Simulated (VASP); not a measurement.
The input files of a VASP run:

**KPOINTS**
```
kpoints
0
gamma
 5 5 3
0 0 0
```

File POSCAR:
```
ScBi
1
    4.4561500000     0.0000000000     0.0000000000
    0.0000000000     4.4561500000     0.0000000000
    0.0000000000     0.0000000000     7.8464190000
Sc Bi
2 2
Direct
  0.0000000000   0.5000000000   0.0000000000
  0.5000000000   0.0000000000   0.5000000000
  0.0000000000   0.0000000000   0.2500000000
  0.0000000000   0.0000000000   0.7500000000
```

### INCAR
```
NELM = 100   # most electronic steps
ALGO = Normal   # blocked Davidson
SYSTEM = ScBi
ISIF = 2
LCHARG = .FALSE.
GGA = PE   # PBE
SIGMA = 0.1
LASPH = .TRUE.   # aspherical one-centre terms
LREAL = .FALSE.
EDIFF = 1E-6   # SCF stop (eV)
LMAXMIX = 4   # l cut-off of mixed one-centre charges
PREC = Accurate
ENCUT = 300
LWAVE = .FALSE.
ISMEAR = -1
```

POTCAR, in this order: Sc_sv Bi_d (PBE.64 set). Program: vasp_std.

### Question
Translate this PBE calculation to Ansatz.

### Answer
One equivalent input (not run):
Ansatz 0.2 input:
```yaml
crystal:
  lattice:
    - [4.4561500, 0.0000000, 0.0000000]
    - [0.0000000, 4.4561500, 0.0000000]
    - [0.0000000, 0.0000000, 7.8464190]
  atoms:
    - { symbol: Sc, position: [0.0000000, 0.5000000, 0.0000000] }
    - { symbol: Sc, position: [0.5000000, 0.0000000, 0.5000000] }
    - { symbol: Bi, position: [0.0000000, 0.0000000, 0.2500000] }
    - { symbol: Bi, position: [0.0000000, 0.0000000, 0.7500000] }
kpoints:
  mp_grid: { grid: [5, 5, 3] }
hamiltonian:
  xc: pbe
  pseudopotentials: { kind: paw }
scf:
  occupations: { method: fermi_dirac, width: 0.1 }
  max_iter: 100
output: { forces: true, stress: true, eigenvalues: true }
```
What does not carry over: each code has its own PAW files, so the cut-off isn't converted (ENCUT is set for VASP's; basis.ecutwfc is left out, and Ansatz then takes the one that its files recommend); Ansatz stops its SCF on the density residual and VASP on the energy change (EDIFF).

The structure was generated: ScBi was put into an ordered model structure, which need not be its known phase. The cell was not relaxed at this level.
